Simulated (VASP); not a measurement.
An input for Ansatz (written as the equivalent of a VASP run, and not itself run):

Ansatz 0.2 input:
```yaml
crystal:
  lattice:
    - [-1.7652622, 1.7652622, 1.7652622]
    - [1.7652622, -1.7652622, 1.7652622]
    - [1.7652622, 1.7652622, -1.7652622]
  atoms:
    - { symbol: Na, position: [0.0000000, 0.0000000, 0.0000000] }
kpoints:
  mp_grid: { grid: [14, 14, 14] }
hamiltonian:
  xc: pbesol
  pseudopotentials: { kind: paw }
scf:
  occupations: { method: methfessel_paxton, width: 0.1 }
  max_iter: 100
relax:
  max_steps: 40
  f_tol: 0.02
  cell: { p_target: 10 }
output: { forces: true, stress: true, eigenvalues: true }
```

Question: Translate this input to VASP (INCAR, KPOINTS, POSCAR, choice of POTCAR).

Answer: Several could match; the one computed here: 
INCAR:
```
SYSTEM=Na
PREC=Accurate; ENCUT=500; LREAL=.False.
LASPH=.True.
EDIFF=1E-6; NELM=100; ALGO=Normal
ISMEAR=1; SIGMA=0.1
GGA=PS
IBRION=2; NSW=40; ISIF=3
EDIFFG=-0.02; PSTRESS=100
LWAVE=.False.; LCHARG=.False.
```

KPOINTS:
```
Regular mesh
0
gamma
14 14 14
```

POSCAR:
```
Na
1
   -1.7652622277     1.7652622277     1.7652622277
    1.7652622277    -1.7652622277     1.7652622277
    1.7652622277     1.7652622277    -1.7652622277
Na
1
Direct
  0.0000000000   0.0000000000   0.0000000000
```

POTCAR, in this order: Na_pv (PBE.64 set). Program: vasp_std.

What does not carry over: each code has its own PAW files, so the cut-off isn't converted (ENCUT is set for VASP's; basis.ecutwfc is left out, and Ansatz then takes the one that its files recommend); Ansatz stops its SCF on the density residual and VASP on the energy change (EDIFF).

The compound is Na in the bcc structure. It was relaxed first under an external pressure of 10 GPa.
